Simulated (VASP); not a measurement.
Output of a VASP run:

### OSZICAR
```
       N       E                     dE             d eps       ncg     rms          rms(c)
DAV:   1     0.451424130570E+03    0.45142E+03   -0.20296E+04  1440   0.197E+03
DAV:   2     0.332943213540E+02   -0.41813E+03   -0.41132E+03  1528   0.497E+02
DAV:   3    -0.244099004630E+02   -0.57704E+02   -0.57283E+02  1984   0.195E+02
DAV:   4    -0.260806089155E+02   -0.16707E+01   -0.16698E+01  1584   0.378E+01
DAV:   5    -0.261409494287E+02   -0.60341E-01   -0.60335E-01  2032   0.669E+00    0.124E+01
DAV:   6    -0.216805484048E+02    0.44604E+01   -0.36233E+01  2272   0.456E+01    0.560E+00
DAV:   7    -0.214788238682E+02    0.20172E+00   -0.34669E+00  1816   0.142E+01    0.256E+00
DAV:   8    -0.214904321648E+02   -0.11608E-01   -0.91678E-01  2016   0.684E+00    0.135E+00
DAV:   9    -0.214543020147E+02    0.36130E-01   -0.20635E-01  2248   0.386E+00    0.275E-01
DAV:  10    -0.214566166229E+02   -0.23146E-02   -0.19303E-02  1640   0.893E-01    0.827E-02
DAV:  11    -0.214566134657E+02    0.31572E-05   -0.34016E-03  2416   0.466E-01    0.827E-02
DAV:  12    -0.214565514864E+02    0.61979E-04   -0.30217E-04  1952   0.190E-01    0.527E-02
DAV:  13    -0.214565248562E+02    0.26630E-04   -0.26044E-04  2360   0.134E-01    0.820E-03
DAV:  14    -0.214565243355E+02    0.52072E-06   -0.37653E-05  2224   0.619E-02    0.630E-03
DAV:  15    -0.214565230338E+02    0.13017E-05   -0.86262E-06  2040   0.340E-02    0.150E-03
DAV:  16    -0.214565234194E+02   -0.38562E-06   -0.77783E-07  1720   0.849E-03    0.486E-04
DAV:  17    -0.214565235408E+02   -0.12144E-06   -0.53934E-08   896   0.238E-03    0.108E-04
DAV:  18    -0.214565235317E+02    0.91568E-08   -0.14467E-08   832   0.148E-03
   1 F= -.22554757E+02 E0= -.22554757E+02  d E =0.000000E+00
```

OUTCAR:
```
------------------------ aborting loop because EDIFF is reached ----------------------------------------
  Edisp (eV):   -1.09823
  FORCE on cell =-STRESS in cart. coord.  units (eV):
  Direction    XX          YY          ZZ          XY          YZ          ZX
  --------------------------------------------------------------------------------------
  Total      -0.00130    -0.00130    -0.01037     0.00000    -0.00000     0.00000
  in kB      -0.02576    -0.02576    -0.20596     0.00000    -0.00000     0.00000
  external pressure =       -0.09 kB  Pullay stress =        0.00 kB
  volume of cell :       80.68
      direct lattice vectors                 reciprocal lattice vectors
     4.037951163  0.000000000  0.000000000     0.247650345  0.000000000  0.000000000
     0.000000000  4.037951163  0.000000000     0.000000000  0.247650345  0.000000000
     0.000000000  0.000000000  4.947984104     0.000000000  0.000000000  0.202102509
 POSITION                                       TOTAL-FORCE (eV/Angst)
 -----------------------------------------------------------------------------------
      2.01898      0.00000      3.76141         0.000000      0.000000     -0.017449
      0.00000      2.01898      1.18658        -0.000000      0.000000      0.017449
      2.01898      2.01898      0.00000        -0.000000      0.000000      0.000000
      0.00000      0.00000      0.00000        -0.000000     -0.000000      0.000000
 -----------------------------------------------------------------------------------
    total drift:                                0.000000      0.000000      0.000000
  FREE ENERGIE OF THE ION-ELECTRON SYSTEM (eV)
  ---------------------------------------------------
  free  energy   TOTEN  =       -22.5547565110 eV

  energy  without entropy=      -22.5547565110  energy(sigma->0) =      -22.55475651

 total charge

# of ion       s       p       d       tot
------------------------------------------
    1        1.380   0.609   9.874  11.864
    2        1.380   0.609   9.874  11.864
    3        1.578   3.380   0.000   4.958
    4        1.578   3.380   0.000   4.958
--------------------------------------------------
tot          5.917   7.979  19.748  33.644

 Electric field gradients after diagonalization (V/A^2)
 (convention: |V_zz| > |V_xx| > |V_yy|)
----------------------------------------------------------------------
 ion       V_xx      V_yy      V_zz     asymmetry (V_yy - V_xx)/ V_zz
----------------------------------------------------------------------
   1     106.386   106.386  -212.773       0.000
   2     106.386   106.386  -212.773       0.000
   3       2.526     2.526    -5.052       0.000
   4       2.526     2.526    -5.052       0.000
```
(Selected blocks of OUTCAR.)

File POSCAR:
```
PbO
1
    4.0379511635     0.0000000000     0.0000000000
    0.0000000000     4.0379511635    -0.0000000000
    0.0000000000    -0.0000000000     4.9479841040
Pb O
2 2
Direct
  0.5000000000   0.0000000000   0.7601900041
  0.0000000000   0.5000000000   0.2398099959
  0.5000000000   0.5000000000   0.0000000000
  0.0000000000   0.0000000000   0.0000000000
```

Task: Reconstruct the remaining input files.

Result: This is not unique; one that fits is the input of the run itself, PBE GGA with D4 dispersion, plane waves, VASP's PBE PAW potentials (set 64).

File KPOINTS:
```
Automatic mesh
0
gamma
6 6 5
```

**INCAR**
```
# general
SYSTEM  = PbO
PREC    = Accurate
ENCUT   = 520
LREAL   = .FALSE.
LASPH   = .TRUE.

# electronic loop
EDIFF   = 1E-7
NELM    = 100
ALGO    = Normal
LMAXMIX = 4

# smearing
ISMEAR  = -5

# functional
GGA     = PE
IVDW    = 13

# ions
ISIF    = 2

# output
LWAVE   = .FALSE.
LCHARG  = .TRUE.
LORBIT  = 11
NEDOS   = 601

# other
LEFG    = .TRUE.
```

POTCAR, in this order: Pb_d O (PBE.64 set). Program: vasp_std.

The compound is PbO in the litharge structure. It was relaxed first.
